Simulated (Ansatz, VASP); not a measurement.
# ScCO in two plane-wave programs, part 2 of 2

One calculation is typed for both programs; each brings its own data sets. How far apart do they land? The cell is taken from a series of runs on this material, whose earlier steps may have relaxed, scaled, displaced or heated it; both programs get it as it stands.

VASP 6.6.1 and Ansatz 0.2.0.

So far: Starting point; VASP: dielectric response, LDA.

The structure was built from a prototype and need not be the compound's stable phase.

## 3. Ansatz: dielectric response, LDA

Level of this step: Ansatz beside VASP: Kohn-Sham DFT, plane waves, LDA (Ansatz).

Ansatz runs on its default PAW (the set named soft_2) files.

The same cell, functional (in two slightly different forms) and mesh now go to Ansatz, which takes its cutoff from its data sets.

Input file input.yaml:

```yaml
crystal:
  lattice:
    - [3.1367468876, -1.7029767863, -0.051333814]
    - [3.1367468876, 1.7029767863, -0.051333814]
    - [-0.708029434, 0.0, 6.6447471084]
  atoms:
    - { symbol: Sc, position: [0.6882162269, 0.6882162269, 0.7031179749] }
    - { symbol: Sc, position: [0.3117837731, 0.3117837731, 0.2968820251] }
    - { symbol: O, position: [0.3558456527, 0.3558456527, 0.623627488] }
    - { symbol: O, position: [0.6441543473, 0.6441543473, 0.376372512] }
    - { symbol: C, position: [0.9435218189, 0.9435218189, 0.0712608588] }
    - { symbol: C, position: [0.0564781811, 0.0564781811, 0.9287391412] }
kpoints:
  mp_grid: { grid: [8, 8, 4] }
scf:
  occupations: { method: fixed }
hamiltonian:
  xc: lda
  pseudopotentials: { kind: paw }
dielectric: {}
```

On the command line:

```sh
ansatz run input.yaml --threads 2 --pin off --max-ram 5120MiB --backend cpu --events-out ev --progress --plain --runs-dir out
```

Numbers of over 12 decimals in the logs are rounded to 6 here.

Output:

```text
Engine: ansatz 0.2.0, aarch64-unknown-linux-gnu
Pseudopotentials: kind: paw
Pseudopotential: Sc, paw, valence charge 11, recommended cutoff 420 eV (normal), Sc.paw.azcp
Pseudopotential: O, paw, valence charge 6, recommended cutoff 420 eV (normal), O.paw.azcp
Pseudopotential: C, paw, valence charge 4, recommended cutoff 420 eV (normal), C.paw.azcp
Functional definition: SPW92
  exchange = slater_x
  correlation = pw_c
Crystal: 6 atoms, lattice volume = 70.866 Å³
Basis set: ecut = 420 eV, 1359 PW (Γ), exchange–correlation on 48×48×90 points (8 copies of the dense FFT grid, shifted against one another)
Bands: 27, of which v1, the nominal top of the filled ones, is band 21 counted from 1 (20 counted from 0)
Symmetry: 4 space group operations
k-points: 132 of 256 (irreducible under 1 space group operation, time reversal used)
Non-local potential: Sc, projectors of the file, l = 0: 3, l = 1: 2, l = 2: 3, l = 3: 1
Non-local potential: O, projectors of the file, l = 0: 2, l = 1: 2, l = 2: 1
Non-local potential: C, projectors of the file, l = 0: 2, l = 1: 2, l = 2: 1
PAW form: soft (Blöchl's): semilocal exchange-correlation on the pseudo side does not see the compensation charge
PAW frozen core: Sc, regenerated for the run's functional, and the local potential with it (the file was generated under x = pbe(κ = 0.804, μ = 0.219515), c = pbe(β = 0.066725))
PAW frozen core: O, regenerated for the run's functional, and the local potential with it (the file was generated under x = pbe(κ = 0.804, μ = 0.219515), c = pbe(β = 0.066725))
PAW frozen core: C, regenerated for the run's functional, and the local potential with it (the file was generated under x = pbe(κ = 0.804, μ = 0.219515), c = pbe(β = 0.066725))
PAW one-centre angular grid: Sc, 590 points (default); XC on 64 Gauss nodes
PAW one-centre angular grid: O, 110 points (default); XC on 64 Gauss nodes
PAW one-centre angular grid: C, 110 points (default); XC on 64 Gauss nodes
Initial density: superposition of atomic densities (neutral atoms: chi_scale 0, normalization atom), corrected by the library's trained network
Initial wavefunctions: pseudopotential atomic-orbital guess
Functional: x = slater, c = lda
SCF iter   1: F=—  HF=-5780.714702 eV  |F-HF|=—  |Δ(HF+E_count)|=         —  Δρ=1.36e-2  dr2=1.14e-1  ethr=1.77e-3  ⟨swp⟩=3.3  Hψ=13249  notcnv=0  defer=324
preconditioner: auto → Resta (q_TF=auto, 2.500 Å⁻¹)  ε∞=3.8  [insulator: Δε(μ)=2.510 eV  Ē_g=16.217 eV  n_scr=22 (ndim 8)  ℏωp=27.2 eV  f_vac=0.007  ε∞_Penn≈3.8]
SCF iter   2: F=—  HF=-5780.690409 eV  |F-HF|=—  |Δ(HF+E_count)|=   2.43e-2  Δρ=6.17e-3  dr2=1.90e-2  ethr=2.72e-4  ⟨swp⟩=2.0  Hψ=6597  notcnv=0  defer=517
SCF iter   3: F=—  HF=-5780.686360 eV  |F-HF|=—  |Δ(HF+E_count)|=   4.05e-3  Δρ=2.66e-3  dr2=3.56e-3  ethr=4.52e-5  ⟨swp⟩=2.0  Hψ=5349  notcnv=0  defer=526
SCF iter   4: F=—  HF=-5780.685517 eV  |F-HF|=—  |Δ(HF+E_count)|=   8.43e-4  Δρ=7.80e-4  dr2=3.53e-4  ethr=8.47e-6  ⟨swp⟩=3.0  Hψ=6130  notcnv=0  defer=528
SCF iter   5: F=—  HF=-5780.685442 eV  |F-HF|=—  |Δ(HF+E_count)|=   7.52e-5  Δρ=1.49e-4  dr2=1.58e-5  ethr=8.41e-7  ⟨swp⟩=2.0  Hψ=4682  notcnv=0  defer=182
SCF iter   6: F=—  HF=-5780.685438 eV  |F-HF|=—  |Δ(HF+E_count)|=   3.44e-6  Δρ=3.32e-5  dr2=9.50e-7  ethr=3.76e-8  ⟨swp⟩=2.9  Hψ=5914  notcnv=0  defer=182
SCF iter   7: F=—  HF=-5780.685438 eV  |F-HF|=—  |Δ(HF+E_count)|=   6.26e-7  Δρ=7.61e-6  dr2=5.52e-8  ethr=2.26e-9  ⟨swp⟩=2.0  Hψ=4786  notcnv=0  defer=182
SCF iter   8: F=—  HF=-5780.685438 eV  |F-HF|=—  |Δ(HF+E_count)|=   2.57e-9  Δρ=1.66e-6  dr2=1.46e-9  ethr=1.32e-10  ⟨swp⟩=2.0  Hψ=4838  notcnv=0  defer=182
SCF iter   9: F=—  HF=-5780.685438 eV  |F-HF|=—  |Δ(HF+E_count)|=  1.29e-10  Δρ=3.57e-7  dr2=1.01e-10  ethr=3.47e-12  ⟨swp⟩=2.0  Hψ=5875  notcnv=0  defer=182
SCF iter  10: F=-5780.685438 eV  HF=-5780.685438 eV  |F-HF|=2.73e-12  |Δ(HF+E_count)|=  9.09e-13  Δρ=9.67e-8  dr2=7.15e-12  ethr=1.00e-12  ⟨swp⟩=7.8  Hψ=10767  notcnv=0
SCF 1 converged in 10 iterations: F = -5780.685438 eV  dr2 = 7.15e-12
  greatest PAW one-centre occupation: 0.998 electrons in one spin orbital (limit 2), on the Sc atom at site 1 (counted from 0), in its partial waves of l = 0
NSCF: frozen V_eff on 3 k-points
DFPT response loops at Γ: preconditioner auto → Resta (q_TF=auto, 2.500 Å⁻¹)  ε∞=4.8 (no band partly filled); β = 1.00, the filter's whole step (`scf.mixing.beta` (0.50) is not read by the response loops at its default; to damp them type it under 1.00, their step now; it binds the ground state too); Broyden in place of MSR1
── the response to a field inside a basis, on 8×8×4 k-points: an SCF that follows is theirs, and a resumed run solves both again ──
Bands: 22, of which v1, the nominal top of the filled ones, is band 21 counted from 1 (20 counted from 0)
k-points: 72 of 256
Initial density: handed on by an earlier stage of this run
Initial wavefunctions: pseudopotential atomic-orbital guess (no wavefunctions were taken with the density)
Eigensolver: Dense (72 Hₖ)
SCF iter   1: F=—  HF=-5780.680381 eV  |F-HF|=—  |Δ(HF+E_count)|=         —  Δρ=4.80e-4  dr2=3.26e-5  ethr=1.00e-1
preconditioner: auto → Resta (q_TF=auto, 2.500 Å⁻¹)  ε∞=4.2  [insulator: Δε(μ)=2.665 eV  Ē_g=15.220 eV  n_scr=22 (ndim 8)  ℏωp=27.2 eV  f_vac=0.005  ε∞_Penn≈4.2]
SCF iter   2: F=—  HF=-5780.680372 eV  |F-HF|=—  |Δ(HF+E_count)|=   9.05e-6  Δρ=2.15e-4  dr2=1.41e-5  ethr=7.76e-8
SCF iter   3: F=—  HF=-5780.680370 eV  |F-HF|=—  |Δ(HF+E_count)|=   2.25e-6  Δρ=1.11e-4  dr2=1.77e-6  ethr=3.36e-8
SCF iter   4: F=-5780.680370 eV  HF=-5780.680370 eV  |F-HF|=8.65e-9  |Δ(HF+E_count)|=   4.83e-7  Δρ=6.97e-6  dr2=2.36e-8  ethr=4.21e-9
SCF 1 converged in 4 iterations: F = -5780.680370 eV  dr2 = 2.36e-8
DFPT response loops at Γ: preconditioner auto → Resta (q_TF=auto, 2.500 Å⁻¹)  ε∞=4.7 (no band partly filled); β = 1.00, the filter's whole step (`scf.mixing.beta` (0.50) is not read by the response loops at its default; to damp them type it under 1.00, their step now; it binds the ground state too); Broyden in place of MSR1
SCF converged after 10 iterations
Free energy (F): -5780.685438 eV
Harris-Foulkes:  -5780.685438 eV  (|F-HF|=2.73e-12)
Internal energy: -5780.685438 eV  (E = F + TS)
E sigma→0 (E₀):  -5780.685438 eV
Fermi energy:    7.753960 eV
--- Per-component energies (eV) ---
  E_band       = -319.751890
  E_kinetic    = 1045.921921
  E_local      = -2637.957127  (includes V_loc(G=0)·N_el)
  E_nonlocal   = 321.647936
  E_hartree    = 915.635877
  E_xc         = -447.922300
  E_vxc        = -563.815335  (∫ρ·V_xc dr)
  E_paw        = -2293.679459  (= ΣΔE_a)
  E_vpaw       = -316.826098  (= ΣTr[D̂ρ^β])
  E_aug_tail   = 0.005119  (compensation charges beyond the density's cutoff)
  E_ewald      = -2685.266757
  E_core_change = 0.929354  (= ΣΔE_core)
  E_smearing   = -0.000000  (= −TS)
  E_closure    = -0.000000  (closes the sum)
  Σ components = -5780.685438   (vs F -5780.685438, Δ=0.00e0)
--- Band table (eV; the first three rows and the last of 132) ---
  k-point 0: bands = [... 17 lower, 6.3054, 6.9723, 7.6437, 7.7540, 10.5995, 11.4952, 11.5082, 12.1943, ... 2 higher]
  k-point 1: bands = [... 17 lower, 5.9187, 7.1772, 7.6264, 7.7495, 10.6047, 11.4480, 11.5180, 12.0231, ... 2 higher]
  k-point 2: bands = [... 17 lower, 5.3002, 7.3298, 7.5917, 7.7456, 10.6156, 11.3498, 11.5336, 11.9244, ... 2 higher]
  k-point 131: bands = [... 17 lower, 6.2306, 6.7373, 6.9393, 7.3491, 11.5446, 11.5848, 11.8939, 12.4025, ... 2 higher]
--- Dielectric response (ions clamped): 3 representative field directions + reference, inside a basis on a mesh of 256 k-points (Σ response iterations 18) ---
  ε∞ (high-frequency dielectric tensor):
        5.967492     0.000000    -0.335773
        0.000000     5.217167     0.000000
       -0.335773     0.000000     5.847476
  Born effective charges Z* (e; rows j = field, columns β = displacement):
    site 0:
         3.93294    0.00000   -0.21222
         0.00000    3.71396    0.00000
        -0.07867    0.00000    3.77161
    site 1:
         3.93294    0.00000   -0.21222
         0.00000    3.71396    0.00000
        -0.07867    0.00000    3.77161
    site 2:
        -2.73596    0.00000    0.12115
         0.00000   -2.54587    0.00000
        -0.05681    0.00000   -2.52602
    site 3:
        -2.73596    0.00000    0.12115
         0.00000   -2.54587    0.00000
        -0.05681    0.00000   -2.52602
    site 4:
        -1.19698    0.00000    0.09108
         0.00000   -1.16809    0.00000
         0.13549    0.00000   -1.24559
    site 5:
        -1.19698    0.00000    0.09108
         0.00000   -1.16809    0.00000
         0.13549    0.00000   -1.24559
  Z* charge neutrality: 4.199e-3 e pre-enforcement
  solved inside a basis spanned on kpoints, on 8×8×4 k-points, its susceptibility summed on 12×12×6: ε∞ is read to err by 1.9e-2, Z* by 1.6e-2 e (field_mesh: kpoints solves on kpoints); Z* is corrected for what the basis lacks
```

Reading the cycles: dr2 is the Hartree energy of the density residual (eV), the measure of convergence; HF is the Harris–Foulkes estimate of the energy, which meets the free energy F at convergence.

## 4. Side by side

Known differences besides the potentials themselves: fixed occupations in Ansatz, narrow Gaussian smearing in VASP; VASP's response is taken on the typed mesh, Ansatz refines its own for the field response alone; the cutoff is 420 eV in Ansatz and 520 eV in VASP; VASP's log shows a relativistic correction to its local exchange, Ansatz's none. Total energies have different zeros and are not compared.

Both answers:

| quantity | Ansatz | VASP | difference |
| --- | --- | --- | --- |
| ε∞ xx | 5.97 | 5.99 | -0.32 % |
| ε∞ yy | 5.22 | 5.24 | -0.36 % |
| ε∞ zz | 5.85 | 5.86 | -0.25 % |

## 5. What came out

- difference in ε∞ yy (dielectric response, LDA): -0.36 %

**Reading.** The difference in ε∞ yy is -0.36 % (dielectric response, LDA), within the 5 % picked in this series as the mark of a large difference. How closely two codes agree says nothing of how well the functional describes the real material.

[Lines on the potential files, build, host, timing and source positions are cut from VASP's logs without a mark.]

[Logs are printed without paths, hosts, clocks, repeated set-up lines and the standing remarks that a program may print on its own settings, such as how far it seeks lower states.]

[Hosts, paths, dates, database ids (printed as entryN), source tags and the programs' standing remarks are cut or masked in the printed files.]
